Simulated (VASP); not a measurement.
Output of a VASP run:

OSZICAR:
```
       N       E                     dE             d eps       ncg     rms          rms(c)
DAV:   1    -0.130926764891E+02   -0.13093E+02   -0.89718E+03  4480   0.121E+03
DAV:   2    -0.626265939475E+02   -0.49534E+02   -0.48486E+02  4717   0.257E+02
DAV:   3    -0.648386654823E+02   -0.22121E+01   -0.20171E+01  6091   0.313E+01
DAV:   4    -0.648961957123E+02   -0.57530E-01   -0.56422E-01  5401   0.494E+00
DAV:   5    -0.648983535239E+02   -0.21578E-02   -0.21601E-02  6712   0.696E-01    0.280E+01
DAV:   6    -0.627661377621E+02    0.21322E+01   -0.39867E-01  4582   0.689E+00    0.153E+01
DAV:   7    -0.612441068063E+02    0.15220E+01   -0.58145E-01  5290   0.737E+00    0.156E+00
DAV:   8    -0.625273601930E+02   -0.12833E+01   -0.56131E-01  4867   0.677E+00    0.338E+00
DAV:   9    -0.625506863374E+02   -0.23326E-01   -0.29291E-02  4897   0.165E+00    0.139E+00
DAV:  10    -0.624187479379E+02    0.13194E+00   -0.16544E-02  4612   0.149E+00    0.157E+00
DAV:  11    -0.624215742245E+02   -0.28263E-02   -0.22663E-03  5397   0.588E-01    0.118E+00
DAV:  12    -0.624392845526E+02   -0.17710E-01   -0.85263E-02  4482   0.342E+00    0.484E-01
DAV:  13    -0.624375669423E+02    0.17176E-02   -0.10429E-03  5400   0.308E-01    0.589E-01
DAV:  14    -0.624423348690E+02   -0.47679E-02   -0.20900E-03  4592   0.436E-01    0.292E-01
DAV:  15    -0.624422457702E+02    0.89099E-04   -0.44766E-05  5558   0.738E-02    0.275E-01
DAV:  16    -0.624425136663E+02   -0.26790E-03   -0.36866E-05  4782   0.647E-02    0.263E-01
DAV:  17    -0.624426908925E+02   -0.17723E-03   -0.38215E-04  4747   0.206E-01    0.434E-01
DAV:  18    -0.624427855832E+02   -0.94691E-04   -0.40438E-05  5512   0.595E-02    0.454E-01
DAV:  19    -0.624426026786E+02    0.18290E-03   -0.28456E-05  4777   0.606E-02    0.448E-01
DAV:  20    -0.624430558162E+02   -0.45314E-03   -0.75470E-04  4862   0.258E-01    0.370E-01
DAV:  21    -0.624429849835E+02    0.70833E-04   -0.84210E-05  5195   0.897E-02    0.139E-01
DAV:  22    -0.624430083443E+02   -0.23361E-04   -0.12363E-04  4712   0.958E-02    0.788E-02
DAV:  23    -0.624430043549E+02    0.39894E-05   -0.31857E-06  5557   0.181E-02    0.528E-02
DAV:  24    -0.624430091352E+02   -0.47803E-05   -0.32553E-06  4772   0.202E-02    0.339E-02
DAV:  25    -0.624430021214E+02    0.70138E-05   -0.14151E-05  4782   0.318E-02    0.229E-02
DAV:  26    -0.624430020760E+02    0.45433E-07   -0.51633E-07  5087   0.760E-03
   1 F= -.62443002E+02 E0= -.62443483E+02  d E =0.144294E-02
```

**OUTCAR**
```
------------------------ aborting loop because EDIFF is reached ----------------------------------------
  FORCE on cell =-STRESS in cart. coord.  units (eV):
  Direction    XX          YY          ZZ          XY          YZ          ZX
  --------------------------------------------------------------------------------------
  Total       -0.0039488     -0.0041764     -0.0010790      0.0000000      0.0000000      0.1141016
  in kB       -0.0967224     -0.1022979     -0.0264293      0.0000000      0.0000000      2.7948050
  external PRESSURE =      -0.0751499 kB  Pullay stress =       0.0000000 kB
  volume of cell :       65.41
      direct lattice vectors                 reciprocal lattice vectors
     1.835692288 -3.179511829 -0.009178461     0.272383614 -0.157256845  0.001361918
     1.835692288  3.179511829 -0.009178461     0.272383614  0.157256845  0.001361918
    -0.028018264  0.000000000  5.603652886     0.000892297  0.000000000  0.178459484
 POSITION                                       TOTAL-FORCE (eV/Angst)
 -----------------------------------------------------------------------------------
      1.82869      1.05984      1.39173         0.000000     -0.000402     -0.000000
      1.81468     -1.05984      4.19356        -0.000000      0.000402      0.000000
 -----------------------------------------------------------------------------------
    total drift:                               -0.000000     -0.000000      0.000000
  FREE ENERGIE OF THE ION-ELECTRON SYSTEM (eV)
  ---------------------------------------------------
  free  energy   TOTEN  =       -62.4430020760 eV

  energy  without entropy=      -62.4444450124  energy(sigma->0) =      -62.44348305
```
(Selected blocks of OUTCAR.)

File POSCAR:
```
Tb
1
    1.8356922876    -3.1795118286    -0.0091784614
    1.8356922876     3.1795118286    -0.0091784614
   -0.0280182644     0.0000000000     5.6036528858
Tb
2
Direct
  0.3333330000   0.6666670000   0.2500000000
  0.6666670000   0.3333330000   0.7500000000
```

Problem. Write an INCAR and KPOINTS that could have produced this output.

Solution. Several could match; the one computed here: the input of the run itself, r2SCAN meta-GGA, plane waves, VASP's PBE PAW potentials (set 64).

File KPOINTS:
```
K-points
0
gamma
 10 10 6
0 0 0
```

**INCAR**
```
SYSTEM = Tb
PREC = Accurate
ENCUT = 480
EDIFF = 1E-7
NELM = 100
ALGO = Normal
LREAL = .FALSE.
LASPH = .TRUE.
ISMEAR = 1
SIGMA = 0.1
METAGGA = R2SCAN
LMIXTAU = .TRUE.
LMAXMIX = 6
LWAVE = .FALSE.
LCHARG = .FALSE.
ISIF = 2
```

POTCAR, in this order: Tb_3 (PBE.64 set). Program: vasp_std.

The 4f electrons are frozen in the core of the lanthanide potential, so 4f levels, which can set the real gap, and their magnetism are missing.

The compound is Tb in the hcp structure. This cell was strained or had an atom moved on purpose.
